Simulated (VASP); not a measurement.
# Pressure and energy of hcp Ti (P6_3/mmc) against volume in LDA at a 400 eV cutoff

At the volume where the fitted energy of Ti is lowest, the stress tensor still reports a tension of about 1 GPa. A cell at its energy minimum should need no external pressure, so one of the two quantities carries an error. This matters to anyone who builds strained films or contacts from a relaxed cell, because the choice of zero shifts every pressure quoted afterwards. We follow seven cells, scaled evenly from −6.72 to +5.19 % in volume. Volume changes are measured from the fitted minimum at 16.10 Å³ per atom, energies from the lowest row, and positive pressure means compression.

## Method

A cell from a diffraction database, relaxed at this level and then scaled evenly, fractional positions kept. VASP 6.6.1, plane waves with PAW, LDA, cutoff 400 eV, k mesh 8×8×4, no spin polarisation, no spin-orbit coupling, static lattice. A Birch-Murnaghan fit to the energies has its minimum at 16.10 Å³ per atom.

Notes on method and selection:

- The pressure is that of a finite plane-wave basis, so it need not vanish exactly at the minimum of the energy.
- Only series whose fit has its minimum inside the range and an error under 0.5 meV per atom are shown.
- Where rows or columns differ in functional or spin-orbit coupling, non-spherical gradient terms in the PAW spheres (LASPH) may be on in some and off in others.
- Runs that did not converge, have known faults or may not be shown are not listed, and runs on Ansatz's PAW sets soft_1 and soft_2 are kept to separate tables.

Columns:

- volume change (%): volume relative to the fitted equilibrium volume.
- pressure (GPa): pressure from the stress tensor (positive: compressed).
- energy (meV/atom): energy per atom above the lowest point of the series.

Input lines of one member:

```
PREC = Accurate
ENCUT = 400
EDIFF = 1E-06
NELM = 100
ISMEAR = 1
SIGMA = 0.2
LREAL = .FALSE.
ALGO = Normal
GGA = CA
NBANDS = 18
LASPH = .TRUE.
LORBIT = 11
KPAR = 2
ISIF = 2
```

Command (options for logging and memory left out): `mpirun -np 2 vasp_std`

## Data

```
member    volume change (%)  pressure (GPa)  energy (meV/atom)
15.02 Å³  −6.72              9.07            32.5
15.34 Å³  −4.74              5.78            15.6
15.66 Å³  −2.75              2.77            4.8
15.97 Å³  −0.77              0.03            0.0
16.29 Å³  1.22               −2.48           0.6
16.61 Å³  3.20               −4.75           6.2
16.93 Å³  5.19               −6.83           16.2
```

Least-squares fits to the whole series, with x = volume change (%); R² and errors in the fitted variable (y, or ln y where the fit is in ln y):

```
y                  members  fit                                    R²    rms residual  leave-one-out rms  the same for the mean of the others
pressure (GPa)     7        y = −0.97794 − 1.2842 x + 0.030927 x²  1.00  0.019         0.052              6.2
energy (meV/atom)  7        y = −0.5707 − 0.2409 x + 0.6868 x²     1.00  0.43          1.1                12
```

## Why the values move as they do

The pressure falls at every step, from 9.07 GPa in the smallest cell to −6.83 GPa in the largest, while the energy passes through a minimum. The fall is steeper on the compressed side. Between the two smallest cells it is (9.07 − 5.78) / (6.72 − 4.74) = 1.66 GPa per percent of volume, and between the two largest (6.83 − 4.75) / (5.19 − 3.20) = 1.05 GPa per percent. The general reason is that two terms compete. Bonding through the d electrons pulls the atoms together, while the kinetic energy of the electrons and the overlap of the ion cores push them apart. The repulsion grows faster as the atoms approach, so the metal stiffens under compression and softens under expansion.

The energies give a second route to the pressure, P = −dE/dV, with 1 meV/Å³ = 0.1602 GPa. For the 15.97 Å³ cell we take the slope between its two neighbours. Their volumes differ by 1.22 + 2.75 = 3.97 % of 16.10 Å³, or 3.97 × 16.10 / 100 = 0.639 Å³, which gives (4.8 − 0.6) / 0.639 × 0.1602 = 1.05 GPa. The stress tensor gives 0.03 GPa, lower by 1.02 GPa.

The gap has the sign of the Pulay stress of a finite plane-wave basis, the usual cause of such an offset, though the table holds only one cutoff and so cannot prove it. The stress is a derivative taken with a fixed set of plane waves. When the cell expands, that set reaches a lower effective cutoff and the energy rises artificially, which appears as an inward pull. The energies are less affected, because each volume has its own set of waves up to 400 eV.

The same calculation puts the gap at (32.5 − 4.8) / 0.639 × 0.1602 − 5.78 = 1.16 GPa for the 15.34 Å³ cell and at 4.75 − (16.2 − 0.6) / 0.639 × 0.1602 = 0.84 GPa for the 16.61 Å³ cell. Dividing a constant basis error by the smaller volume would raise it by only about 8 % between these two, so the cause of the remaining drift is left open.

## Outliers

Largest departures from the fit to the whole series:

```
member    pressure (GPa)  fit    computed − fit  in rms residuals
15.34 Å³  5.78            5.80   −0.02           1.3
15.02 Å³  9.07            9.05   +0.02           1.1
16.61 Å³  −4.75           −4.77  +0.02           1.1
16.93 Å³  −6.83           −6.81  −0.02           1.1
```

No cell stands apart in pressure. The largest departures from the quadratic fit are 0.02 GPa, in a series that spans 9.07 + 6.83 = 15.90 GPa, and they are too close to the printed rounding to deserve a cause.

The energies depart from their quadratic fit more visibly. At 16.61 Å³ the fit gives −0.5707 − 0.2409 × 3.20 + 0.6868 × 3.20² = 5.7 meV per atom, against 6.2 in the table. At 16.93 Å³ it is too high by 0.5 meV, and at 15.02 Å³ too low by 0.4 meV. From the smallest cell to the largest, the computed energy lies above, below, below, almost on, above, above and below the fit. That ordered pattern is what a missing cubic term leaves behind: a parabola is symmetric about its minimum, whereas the real curve rises faster on compression. The misses therefore belong to the form of the fit, and a Birch-Murnaghan curve is the better choice for interpolating energies.

## Short exercises

**Which cell represents Ti under about 4 GPa of compression?**

Read directly, the pressure column places 4 GPa between the 15.66 and 15.34 Å³ cells. The energy slope at 15.66 Å³, taken between its neighbours, is (15.6 − 0.0) / 0.639 × 0.1602 = 3.9 GPa. The 15.66 Å³ cell is therefore the one to use, although its stress tensor reports only 2.77 GPa.

**Is a cell relaxed to zero stress at 400 eV good enough as a starting structure?**

The 15.97 Å³ cell has almost no reported stress and lies 0.77 % below the fitted minimum in volume. Its edges are short by about 0.77 / 3 = 0.26 %. The energy cost is about 0.6868 × 0.77² = 0.4 meV per atom. That is harmless for most energy comparisons, but in a study of strains of a few tenths of a percent the offset is as large as the effect. A higher cutoff, or a fit to energies, removes most of it.

**What bulk modulus follows from the table?**

At the fitted minimum the pressure changes by −1.2842 GPa per percent, so B = 100 × 1.2842 = 128 GPa. The basis error drifts by (1.16 − 0.84) / (4.74 + 3.20) = 0.04 GPa per percent, and correcting for it adds about 4 GPa, giving roughly 128 + 4 = 132 GPa.

## Conclusions and limits

Between −6.72 and +5.19 % in volume, the reported pressure is smooth but too low by roughly 1 GPa. Pressure differences between nearby cells are much more reliable than absolute values.

LDA generally binds transition metals too strongly, so the equilibrium volume is expected to be too small and the bulk modulus too high. The static lattice errs in the same direction, since zero-point and thermal motion expand and soften the metal. Even scaling also keeps the axial ratio fixed, which, away from the relaxed volume, leaves a stress of larger magnitude along c than in the basal plane. Letting the ratio relax would lower the energies away from the minimum and soften the response slightly.

The curve describes the hcp phase only. Titanium is known to transform to the ω phase under pressures of several GPa, so the most compressed cells need not be the stable form.

[Logs are printed without paths, hosts, clocks, repeated set-up lines and the standing remarks that a program may print on its own settings, such as how far it seeks lower states.]
